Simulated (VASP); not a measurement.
Input for VASP

**POSCAR**
```
C
1
    1.2071467763    -2.0908387256    -0.0000000000
    1.2071467763     2.0908387256     0.0000000000
   -0.0000000000     0.0000000000     5.4688547687
C
4
Direct
  0.0000000000   1.0000000000   0.2500000000
  1.0000000000   0.0000000000   0.7500000000
  0.3333330000   0.6666670000   0.2500000000
  0.6666670000   0.3333330000   0.7500000000
```

**KPOINTS**
```
Automatic
0
Gamma
10 10 4
0 0 0
```

**INCAR**
```
PREC = Accurate
NSW = 40   # most ionic steps
EDIFFG = -0.02   # ionic stop
ISIF = 3   # ions, shape and volume
ENCUT = 620   # plane-wave cut-off (eV)
ISMEAR = 0
PSTRESS = 200   # kbar
NELM = 100   # most electronic steps
LREAL = F   # projection in real space or not
SYSTEM = C
ALGO = Normal   # blocked Davidson
IBRION = 2   # conjugate gradients
LASPH = T   # aspherical one-centre terms
LCHARG = F
SIGMA = 0.05   # width (eV)
EDIFF = 1E-6   # SCF stop (eV)
LWAVE = F
```

POTCAR, in this order: C (LDA.64 set). Program: vasp_std.

Q: Write an equivalent input for Quantum ESPRESSO's pw.x.

A: One equivalent input (not run):
```
&CONTROL
  calculation = 'vc-relax'
  pseudo_dir = './pseudo'
  outdir = './out'
  tprnfor = .true.
  tstress = .true.
  nstep = 40
  forc_conv_thr = 0.00078
/
&SYSTEM
  ibrav = 0
  nat = 4
  ntyp = 1
  ecutwfc = 82
  occupations = 'smearing'
  smearing = 'gaussian'
  degauss = 0.003675
  input_dft = 'pz'
/
&ELECTRONS
  conv_thr = 7.3e-08
  electron_maxstep = 100
/
&IONS
/
&CELL
  press = 200
/
ATOMIC_SPECIES
  C 12.011 C.upf
CELL_PARAMETERS angstrom
     1.2071468   -2.0908387   -0.0000000
     1.2071468    2.0908387    0.0000000
    -0.0000000    0.0000000    5.4688548
ATOMIC_POSITIONS crystal
  C    0.0000000  1.0000000  0.2500000
  C    1.0000000  0.0000000  0.7500000
  C    0.3333330  0.6666670  0.2500000
  C    0.6666670  0.3333330  0.7500000
K_POINTS automatic
  10 10 4 0 0 0
```
The two are equivalent in intent, not identical: the potentials are each code's own (VASP's PAW set, PseudoDojo norm-conserving files in pw.x), so ENCUT and ecutwfc are chosen apart and not converted; conv_thr bounds pw.x's estimated SCF error, while EDIFF bounds the energy change between steps; forc_conv_thr acts on force components and is met together with etot_conv_thr.

The compound is C in the graphite structure. It was relaxed first under an external pressure of 20 GPa.
